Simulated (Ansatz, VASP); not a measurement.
## MoS2 in two plane-wave programs

Wanted: the spread between two codes on one cell, functional and k mesh. Of the first pair: The structure shown is the start of the Ansatz relaxation below; VASP solves that cell, so the two are compared at the walk's first step.

Method: plane waves, with VASP 6.6.1 beside it; single point at PBEsol with D3(BJ), in Ansatz 0.2.0.

## Step 1: Starting point

The cell holds 6 atoms: 4 S and 2 Mo. Cell: a = 3.184 Å, b = 3.184 Å, c = 35.437 Å, α = 90.0°, β = 90.0°, γ = 120.0°. It derives from MoS2. As first built, before any earlier steps moved the atoms (in the runner's words): kind sheets cut from a layered crystal; sheets 2. Vacuum lies along c.

## Step 2: Ansatz: relaxation, PBEsol with D3(BJ)

Ansatz runs on its default PAW (the set named soft_2) files.

The two programs are compared at the cell with which this relaxation starts, whose forces are those of its first step.

input.yaml

```yaml
crystal:
  lattice:
    - [3.184126082, 0.0, 0.0]
    - [-1.592063041, 2.757534076, 0.0]
    - [0.0, 0.0, 35.4372499633]
  atoms:
    - { symbol: S, position: [0.333333333, 0.666666667, 0.788358295] }
    - { symbol: Mo, position: [0.0, 0.0, 0.744581619] }
    - { symbol: S, position: [0.333333333, 0.666666667, 0.700804943] }
    - { symbol: S, position: [0.333333333, 0.666666667, 0.299195057] }
    - { symbol: Mo, position: [0.0, 0.0, 0.255418381] }
    - { symbol: S, position: [0.333333333, 0.666666667, 0.211641705] }
kpoints:
  mp_grid: { grid: [12, 12, 1] }
scf:
  occupations: { method: fermi_dirac, width: 0.02 }
  n_extra_bands: 8
hamiltonian:
  xc: pbesol
  pseudopotentials: { kind: paw }
  dispersion: d3bj
output:
  forces: true
  write_potential: true
  volumetric_format: []
relax:
  f_tol: 0.03
  max_steps: 45
  cell: { fix: [c, alpha, beta] }
```

The run is started by

```sh
$ ansatz run input.yaml --threads 4 --pin off --max-ram 12288MiB --backend cpu --events-out ev --progress --plain --runs-dir out
```

Numbers of over 12 decimals in the logs are rounded to 6 here.

The program printed:

```text
scf.n_extra_bands = 8 over 26 filled bands (N_el = 52.0): the run solves 34 bands
Engine: ansatz 0.2.0, aarch64-unknown-linux-gnu
Pseudopotentials: kind: paw
Pseudopotential: S, paw, valence charge 6, recommended cutoff 420 eV (normal), S.paw.azcp
Pseudopotential: Mo, paw, valence charge 14, recommended cutoff 420 eV (normal), Mo.paw.azcp
Functional definition: PBEsol
  exchange = pbesol_x
  correlation = pbesol_c
Crystal: 6 atoms, lattice volume = 311.151 Å³
Basis set: ecut = 420 eV, 6131 PW (Γ), exchange–correlation on 48×48×480 points (8 copies of the dense FFT grid, shifted against one another)
Bands: 34, of which v1, the nominal top of the filled ones, is band 26 counted from 1 (25 counted from 0)
Symmetry: 12 space group operations
Space group: P-6m2 (ITA 187), of the structure as read, at distance tolerance 6.8e-5 Å
k-points: 19 of 144 (time reversal used)
Non-local potential: S, projectors of the file, l = 0: 2, l = 1: 2, l = 2: 2
Non-local potential: Mo, projectors of the file, l = 0: 3, l = 1: 2, l = 2: 2, l = 3: 1
PAW form: soft (Blöchl's): semilocal exchange-correlation on the pseudo side does not see the compensation charge
PAW frozen core: S, regenerated for the run's functional, and the local potential with it (the file was generated under x = pbe(κ = 0.804, μ = 0.219515), c = pbe(β = 0.066725))
PAW frozen core: Mo, regenerated for the run's functional, and the local potential with it (the file was generated under x = pbe(κ = 0.804, μ = 0.219515), c = pbe(β = 0.066725))
PAW one-centre angular grid: S, 110 points (default); XC on 64 Gauss nodes
PAW one-centre angular grid: Mo, 590 points (default); XC on 64 Gauss nodes
Initial density: superposition of atomic densities (neutral atoms: chi_scale 0, normalization atom), corrected by the library's trained network
Initial wavefunctions: pseudopotential atomic-orbital guess
Functional: x = pbesol(κ = 0.804, μ = 0.123457), c = pbesol(β = 0.046)
SCF iter   1: F=—  HF=-13341.683773 eV  |F-HF|=—  |Δ(HF+E_count)|=         —  Δρ=4.20e-3  dr2=6.65e-2  ethr=1.77e-3  ⟨swp⟩=11.1  Hψ=3710  notcnv=0
preconditioner: auto → Resta (q_TF=auto, 2.025 Å⁻¹)  ε∞=3.5  [insulator: Δε(μ)=1.545 eV  Ē_g=8.043 eV  σ=0.020 eV  W_gap=1.00  n_scr=22 (ndim 8)  ℏωp=12.6 eV  f_vac=0.626  D(μ)=0.00/eV (n_scr^D=0)  ε∞_Penn≈3.5  vacuum switching on, ρ_ref=4.7e-3 e/Å³]
SCF iter   2: F=—  HF=-13341.687828 eV  |F-HF|=—  |Δ(HF+E_count)|=   4.05e-3  Δρ=2.69e-3  dr2=3.04e-2  ethr=1.28e-4  ⟨swp⟩=3.4  Hψ=1305  notcnv=0  defer=48
SCF iter   3: F=—  HF=-13341.686260 eV  |F-HF|=—  |Δ(HF+E_count)|=   1.57e-3  Δρ=1.44e-3  dr2=4.03e-3  ethr=5.85e-5  ⟨swp⟩=2.2  Hψ=903  notcnv=0  defer=48
SCF iter   4: F=—  HF=-13341.688624 eV  |F-HF|=—  |Δ(HF+E_count)|=   2.36e-3  Δρ=3.81e-4  dr2=2.68e-4  ethr=7.75e-6  ⟨swp⟩=2.4  Hψ=973  notcnv=0  defer=48
SCF iter   5: F=—  HF=-13341.688841 eV  |F-HF|=—  |Δ(HF+E_count)|=   2.17e-4  Δρ=4.27e-5  dr2=9.51e-6  ethr=5.15e-7  ⟨swp⟩=2.2  Hψ=968  notcnv=0  defer=48
SCF iter   6: F=—  HF=-13341.688780 eV  |F-HF|=—  |Δ(HF+E_count)|=   6.10e-5  Δρ=1.17e-5  dr2=2.93e-6  ethr=1.83e-8  ⟨swp⟩=2.5  Hψ=1167  notcnv=0  defer=48
SCF iter   7: F=—  HF=-13341.688780 eV  |F-HF|=—  |Δ(HF+E_count)|=   5.84e-8  Δρ=9.02e-6  dr2=2.27e-6  ethr=5.64e-9  ⟨swp⟩=2.0  Hψ=789  notcnv=0  defer=48
SCF iter   8: F=—  HF=-13341.688780 eV  |F-HF|=—  |Δ(HF+E_count)|=   1.24e-7  Δρ=3.99e-6  dr2=4.40e-7  ethr=4.37e-9  ⟨swp⟩=1.3  Hψ=609  notcnv=0  defer=48
SCF iter   9: F=-13341.688780 eV  HF=-13341.688780 eV  |F-HF|=3.56e-9  |Δ(HF+E_count)|=   1.63e-8  Δρ=7.09e-7  dr2=6.82e-9  ethr=1.92e-10  ⟨swp⟩=10.3  Hψ=4489  notcnv=0
SCF 1 converged in 9 iterations: F = -13341.688780 eV  dr2 = 6.82e-9
  greatest PAW one-centre occupation: 0.999 electrons in one spin orbital (limit 2), on the Mo atom at site 4 (counted from 0), in its partial waves of l = 0
relax step   1: F+E_penalty+E_count = -13341.68877992 eV  Δ(F+E_penalty+E_count) = +0.000e0 eV  max|allowed force component| = 1.991e-1 eV/Å  Δτ_max = 0.0000 Å  P = -1.698 GPa  Ω = 311.151 Å³  fix = [c, alpha, beta]  reactions: c -0.647 GPa  (9 SCF iters, dr2 threshold 1.00e-7 eV, accepted)
[...]
relax step   4: F+E_penalty+E_count = -13341.77770985 eV  Δ(F+E_penalty+E_count) = -2.925e-4 eV  max|allowed force component| = 4.648e-3 eV/Å  Δτ_max = 0.0006 Å  P = -0.019 GPa  Ω = 298.147 Å³  energy of the carried Pulay correction = +3.546e-4 eV  fix = [c, alpha, beta]  reactions: c -0.028 GPa  (6 SCF iters, dr2 threshold 4.73e-8 eV, accepted)
[...]
relax step   5: F+E_penalty+E_count = -13341.77736316 eV  Δ(F+E_penalty+E_count) = +3.467e-4 eV  max|allowed force component| = 4.581e-3 eV/Å  Δτ_max = 0.0000 Å  P = -0.019 GPa  Ω = 298.147 Å³  fix = [c, alpha, beta]  reactions: c -0.027 GPa  stress off target by 1.47e-2 GPa on what of the cell is left free  SCF on the basis re-selected at this cell (its energy is not comparable with the rows above)  (6 SCF iters)
basis re-selected at this cell: Δ(F+E_penalty+E_count) = +3.467e-4 eV, ΔP = +0.000 GPa vs the last step (what re-selecting the basis moved, of the pressure what is left beyond the Pulay correction that the steps carried, after the strain that the cell walked since its last selection, with what the two solves' SCF thresholds leave and, on support functions, any second-order correction that the steps lacked; it is no m [...]
WARN: The output density's exchange-correlation potential varies sharply where the density is thin. Do not read a vacuum level from v_tot or v_xc, or from such a field of the output density. On a cell that repeats whose density bears no net charge and no dipole along the vacuum's axis use v_es (v_loc + v_h of the components); under efield.dipole_correction with no amplitude use v_es + v_field, which holds any externa [...]
SCF converged after 6 iterations
Free energy (F): -13341.777363 eV
Harris-Foulkes:  -13341.777363 eV  (|F-HF|=5.46e-12)
Internal energy: -13341.777363 eV  (E = F + TS)
E sigma→0 (E₀):  -13341.777363 eV
Fermi energy:    0.780232 eV
--- Per-component energies (eV) ---
  E_band       = -852.690984
  E_kinetic    = 1315.260200
  E_local      = -27957.525093  (includes V_loc(G=0)·N_el)
  E_nonlocal   = 402.927933
  E_hartree    = 13253.180548
  E_xc         = -752.125413
  E_vxc        = -810.085012  (∫ρ·V_xc dr)
  E_paw        = -8623.961194  (= ΣΔE_a)
  E_vpaw       = -309.630065  (= ΣTr[D̂ρ^β])
  E_aug_tail   = 0.000064  (compensation charges beyond the density's cutoff)
  E_ewald      = 9021.303119
  E_disp       = -1.503925  (pairwise vdW)
  E_core_change = 0.666396  (= ΣΔE_core)
  E_smearing   = -0.000000  (= −TS)
  E_closure    = -0.000000  (closes the sum)
  Σ components = -13341.777363   (vs F -13341.777363, Δ=0.00e0)
--- Forces (eV/Å), atoms counted from 1 ---
  atom   1  S      0.00000000     0.00000000    -0.00458093
  atom   2  Mo    -0.00000000    -0.00000000    -0.00003440
  atom   3  S     -0.00000000    -0.00000000     0.00446982
  atom   4  S     -0.00000000    -0.00000000    -0.00446982
  atom   5  Mo     0.00000000    -0.00000000     0.00003440
  atom   6  S      0.00000000     0.00000000     0.00458093
  max |Σ_I F_I| component: 2.08e-17 eV/Å
--- Stress (GPa, compression-positive) ---
       -0.014651       0.000000       0.000000
        0.000000      -0.014651       0.000000
        0.000000       0.000000      -0.027114
  P = ⅓ Tr σ = -0.0188 GPa (-0.188 kbar)
--- Band table (eV; the first three rows and the last of 19) ---
  k-point 0: bands = [... 22 lower, -1.5796, -1.5796, -0.3277, -0.3277, 2.7886, 2.7886, 2.7886, 2.7886, ... 4 higher]
  k-point 1: bands = [... 22 lower, -1.3113, -1.3113, -0.3626, -0.3626, 2.6362, 2.6362, 2.7209, 2.7209, ... 4 higher]
  k-point 2: bands = [... 22 lower, -1.2501, -1.2501, -0.5603, -0.5603, 2.1876, 2.1876, 2.5635, 2.5635, ... 4 higher]
  k-point 18: bands = [... 22 lower, -2.4023, -2.4023, -0.1625, -0.1625, 1.7331, 1.7331, 2.8436, 2.8436, ... 4 higher]
--- Relaxed structure (4 steps of the walk, 4 accepted, 1 SCFs on fresh bases) ---
  F+E_penalty+E_count = -13341.77736316 eV   max|allowed force component| = 4.581e-3 eV/Å   (the final SCF, on the basis selected at the relaxed cell)
  cell:  # Å, volume = 298.1466 Å³
    - [3.116877, -3.733085905626045e-18, 0]
    - [-1.558438, 2.699294, 0]
    - [0, 0, 35.4372499633]
  atoms:
    - { symbol: S, position: [0.333333, 0.666667, 0.788689] }
    - { symbol: Mo, position: [0, -4.111937127858366e-17, 0.744548] }
    - { symbol: S, position: [0.333333, 0.666667, 0.700408] }
    - { symbol: S, position: [0.333333, 0.666667, 0.299592] }
    - { symbol: Mo, position: [0, -4.111937127858366e-17, 0.255452] }
    - { symbol: S, position: [0.333333, 0.666667, 0.211311] }
```

## Step 3: VASP: single point, PBEsol with D3(BJ), start cell, pair 1

The same cell, functional, mesh and smearing now go to VASP, with its own data sets.

Lines of VASP's logs that name or quote its potential files are left out, and so is its time.

INCAR

```
SYSTEM = MoS2
PREC = Accurate
ENCUT = 400
EDIFF = 1E-06
NELM = 120
ISMEAR = -1
SIGMA = 0.02
LREAL = .FALSE.
ALGO = Normal
GGA = PS
IVDW = 12
NBANDS = 32
LASPH = .TRUE.
LORBIT = 11
LWAVE = .FALSE.
LCHARG = .FALSE.
ISIF = 2
GGA_COMPAT = .FALSE.
EFERMI = MIDGAP
KPAR = 2
```

POSCAR

```
MoS2
1.0
    3.1841260000      0.0000000000      0.0000000000
   -1.5920630000      2.7575340000      0.0000000000
    0.0000000000      0.0000000000     35.4372500000
S Mo
4 2
Direct
    0.3333333333      0.6666666667      0.7883582953
    0.3333333333      0.6666666667      0.7008049440
    0.3333333333      0.6666666667      0.2991950560
    0.3333333333      0.6666666667      0.2116417047
    0.0000000000      0.0000000000      0.7445816196
    0.0000000000      0.0000000000      0.2554183804
```

KPOINTS

```
Automatic mesh
0
Gamma
12 12 1
0 0 0
```

The projector-augmented-wave data sets are S and Mo_sv (PBE family, release 64).

The run is started by

```sh
$ mpirun -np 2 vasp_std
```

The program printed:

```text
[banner, memory and clock lines left out]
running    2 mpi-ranks, on    1 nodes
 distrk:  each k-point on    1 cores,    2 groups
 distr:  one band on    1 cores,    1 groups

 POSCAR found type information on POSCAR S Mo
 POSCAR found :  2 types and       6 ions
|                                                                             |
|               ----> ADVICE to this user running VASP <----                  |
|                                                                             |
|     You enforced a specific xc type in the INCAR file but a different       |
|     [... a line on the potential file left out ...]
|     I HOPE YOU KNOW WHAT YOU ARE DOING!                                     |
|                                                                             |

 LDA part: xc-table for (Slater+PW92), standard interpolation
 POSCAR, INCAR and KPOINTS ok, starting setup
 FFT: planning ... GRIDC
 FFT: planning ... GRID_SOFT
 FFT: planning ... GRID
 WAVECAR not read
 entering main loop
       N       E                     dE             d eps       ncg     rms          rms(c)
DAV:   1     0.375448646756E+03    0.37545E+03   -0.24207E+04  1608   0.108E+03
DAV:   2    -0.194938110324E+02   -0.39494E+03   -0.38872E+03  1624   0.284E+02
DAV:   3    -0.490586900771E+02   -0.29565E+02   -0.29322E+02  1520   0.732E+01
DAV:   4    -0.498362943542E+02   -0.77760E+00   -0.77369E+00  1576   0.123E+01
DAV:   5    -0.498584580335E+02   -0.22164E-01   -0.22148E-01  1560   0.199E+00    0.350E+01
DAV:   6    -0.475957336438E+02    0.22627E+01   -0.19869E+01  1336   0.243E+01    0.124E+01
DAV:   7    -0.472282932075E+02    0.36744E+00   -0.88495E+00  1368   0.157E+01    0.826E+00
DAV:   8    -0.468156459116E+02    0.41265E+00   -0.16021E+00  1568   0.718E+00    0.267E+00
DAV:   9    -0.468243220195E+02   -0.86761E-02   -0.17581E-01  1656   0.197E+00    0.142E+00
DAV:  10    -0.468110976327E+02    0.13224E-01   -0.74903E-02  1496   0.157E+00    0.312E-01
DAV:  11    -0.468100040014E+02    0.10936E-02   -0.32400E-03  1544   0.320E-01    0.154E-01
DAV:  12    -0.468097081502E+02    0.29585E-03   -0.70563E-04  1512   0.122E-01    0.647E-02
DAV:  13    -0.468095238299E+02    0.18432E-03   -0.99355E-04  1448   0.131E-01    0.625E-02
DAV:  14    -0.468096877133E+02   -0.16388E-03   -0.12270E-04  1592   0.572E-02    0.133E-02
DAV:  15    -0.468098126331E+02   -0.12492E-03   -0.58424E-05  1272   0.230E-02    0.676E-03
DAV:  16    -0.468098419412E+02   -0.29308E-04   -0.89715E-06  1376   0.125E-02    0.492E-03
DAV:  17    -0.468099151832E+02   -0.73242E-04   -0.11478E-05  1240   0.100E-02    0.278E-03
DAV:  18    -0.468099446781E+02   -0.29495E-04   -0.43667E-06  1168   0.704E-03    0.399E-03
DAV:  19    -0.468100085376E+02   -0.63860E-04   -0.30566E-06  1032   0.712E-03    0.197E-03
DAV:  20    -0.468100325529E+02   -0.24015E-04   -0.87090E-07   968   0.254E-03    0.144E-03
DAV:  21    -0.468100523659E+02   -0.19813E-04   -0.12277E-06   992   0.264E-03    0.621E-04
DAV:  22    -0.468100562084E+02   -0.38424E-05   -0.16310E-07   880   0.103E-03    0.353E-04
DAV:  23    -0.468100576611E+02   -0.14527E-05   -0.97678E-08   744   0.714E-04    0.126E-04
DAV:  24    -0.468100580796E+02   -0.41852E-06   -0.34882E-08   712   0.400E-04
   1 F= -.48251479E+02 E0= -.48251479E+02  d E =-.213241E-18
```

OUTCAR, selected parts (step 3):

```text
ion  position               nearest neighbor table
   1  0.333  0.667  0.788-   5 2.41   5 2.41   5 2.41
   2  0.333  0.667  0.701-   5 2.41   5 2.41   5 2.41
   3  0.333  0.667  0.299-   6 2.41   6 2.41   6 2.41
   4  0.333  0.667  0.212-   6 2.41   6 2.41   6 2.41
   5  0.000  0.000  0.745-   2 2.41   2 2.41   2 2.41   1 2.41   1 2.41   1 2.41
   6  0.000  0.000  0.255-   3 2.41   3 2.41   3 2.41   4 2.41   4 2.41   4 2.41

  LATTYP: Found a hexagonal cell.
 ALAT       =     3.1841260000
 C/A-ratio  =    11.1293491526

 Subroutine GETGRP returns: Found 12 space group operations
 (whereof 12 operations were pure point group operations)

The static configuration has the point symmetry D_3h.

 Found     19 irreducible k-points:

   k-points           NKPTS =     19   k-points in BZ     NKDIM =     19   number of bands    NBANDS=     32

   dimension x,y,z NGX =    24 NGY =   24 NGZ =  240
   dimension x,y,z NGXF=    48 NGYF=   48 NGZF=  480

   ENCUT  =  400.0 eV  29.40 Ry    5.42 a.u.   5.19  5.19 57.79*2*pi/ulx,y,z

   NELECT =      52.0000    total number of electrons

 k-points in reciprocal lattice and weights: Automatic mesh
   0.00000000  0.00000000  0.00000000       0.007
   0.08333333  0.00000000  0.00000000       0.042
   0.16666667 -0.00000000  0.00000000       0.042
   0.25000000  0.00000000  0.00000000       0.042
   0.33333333 -0.00000000  0.00000000       0.042
   0.41666667  0.00000000  0.00000000       0.042
   0.50000000  0.00000000  0.00000000       0.021
   0.08333333  0.08333333  0.00000000       0.042
   0.16666667  0.08333333  0.00000000       0.083
[...]
0.33333333  0.25000000  0.00000000       0.083
   0.33333333  0.33333333  0.00000000       0.014

 average (electrostatic) potential at core
       1 -92.8224       2 -92.8224       3 -92.8224       4 -92.8224       5 -82.9019
       6 -82.9019

 E-fermi :  -0.7469

 k-point     1 :       0.0000    0.0000    0.0000
  band No.  band energies     occupation
    ...
     22      -3.1233      2.00000
     23      -3.1232      2.00000
     24      -3.1232      2.00000
     25      -1.5444      2.00000
     26      -1.5444      2.00000
     27       1.1911      0.00000
     28       1.1911      0.00000
     29       1.1911      0.00000
     30       1.1911      0.00000
     31       1.4819      0.00000
    ...

 k-point     2 :       0.0833    0.0000    0.0000
  band No.  band energies     occupation
    ...
     22      -3.2872      2.00000
     23      -2.7423      2.00000
     24      -2.7423      2.00000
     25      -1.6007      2.00000
     26      -1.6007      2.00000
     27       1.0535      0.00000
     28       1.0536      0.00000
     29       1.2016      0.00000
     30       1.2016      0.00000
     31       1.3629      0.00000
    ...

 k-point     3 :       0.1667   -0.0000    0.0000
  band No.  band energies     occupation
    ...
     22      -3.6734      2.00000
     23      -2.6349      2.00000
     24      -2.6349      2.00000
     25      -1.8490      2.00000
     26      -1.8490      2.00000
     27       0.7662      0.00000
     28       0.7662      0.00000
     29       0.9996      0.00000
     30       0.9996      0.00000
     31       1.0844      0.00000
    ...

 Edisp (eV)   -1.44142

  Total      -4.48442    -4.48442    -1.45172     0.00000    -0.00000     0.00000
  in kB     -23.09116   -23.09116    -7.47517     0.00000    -0.00000     0.00000
  external pressure =      -17.89 kB  Pullay stress =        0.00 kB

  energy-cutoff  :      400.00
  volume of cell :      311.15
      direct lattice vectors                 reciprocal lattice vectors
     3.184126000  0.000000000  0.000000000     0.314057924  0.181321427  0.000000000
    -1.592063000  2.757534000  0.000000000     0.000000000  0.362642854  0.000000000
     0.000000000  0.000000000 35.437250000     0.000000000  0.000000000  0.028218894

 POSITION                                       TOTAL-FORCE (eV/Angst)
 -----------------------------------------------------------------------------------
     -0.00000      1.83836     27.93725         0.000000     -0.000000     -0.194023
     -0.00000      1.83836     24.83460        -0.000000     -0.000000      0.194146
     -0.00000      1.83836     10.60265        -0.000000     -0.000000     -0.194146
     -0.00000      1.83836      7.50000        -0.000000      0.000000      0.194023
      0.00000      0.00000     26.38592         0.000000      0.000000      0.000303
      0.00000      0.00000      9.05133         0.000000      0.000000     -0.000303
 -----------------------------------------------------------------------------------
    total drift:                                0.000000     -0.000000     -0.000000

  FREE ENERGIE OF THE ION-ELECTRON SYSTEM (eV)
  ---------------------------------------------------
  free  energy   TOTEN  =       -48.2514789242 eV

  energy  without entropy=      -48.2514789242  energy(sigma->0) =      -48.25147892

 total charge
# of ion       s       p       d       tot
------------------------------------------
    1        1.356   2.320   0.000   3.677
    2        1.356   2.320   0.000   3.677
    3        1.356   2.320   0.000   3.677
    4        1.356   2.320   0.000   3.677
    5        2.294   6.221   3.954  12.469
    6        2.294   6.221   3.954  12.469
--------------------------------------------------
tot         10.013  21.724   7.907  39.644

[... 3 further parts left out ...]
```

This run has no spin polarisation, so a moment on Mo, if there is one, isn't seen.

## Step 4: Comparison

Known differences besides the potentials themselves: the cutoff is 420 eV in Ansatz and 400 eV in VASP; Ansatz makes its cores anew for this functional, VASP keeps those of its PBE data sets. Total energies have different zeros and are not compared.

Forces (eV/Å; atoms numbered as in POSCAR):

| atom | Ansatz x, y, z | VASP x, y, z |
| --- | --- | --- |
| S1 | 0.000, 0.000, -0.199 | 0.000, 0.000, -0.194 |
| S2 | 0.000, 0.000, 0.199 | 0.000, 0.000, 0.194 |
| S3 | 0.000, 0.000, -0.199 | 0.000, 0.000, -0.194 |
| S4 | 0.000, 0.000, 0.199 | 0.000, 0.000, 0.194 |
| Mo5 | 0.000, 0.000, 0.000 | 0.000, 0.000, 0.000 |
| Mo6 | 0.000, 0.000, 0.000 | 0.000, 0.000, 0.000 |

The forces differ by 2.3 meV/Å r.m.s., which is 2.6 % of the r.m.s. force of 0.091 eV/Å (both taken over all components). With vacuum in the cell, a pressure given here is an average over mostly empty space and none of the material.

[end of part 1 of 2]

[Lines on the potential files, build, host, timing and source positions are cut from VASP's logs without a mark.]

[Logs are printed without paths, hosts, clocks, repeated set-up lines and the standing remarks that a program may print on its own settings, such as how far it seeks lower states.]

[Hosts, paths, dates, database ids (printed as entryN), source tags and the programs' standing remarks are cut or masked in the printed files.]
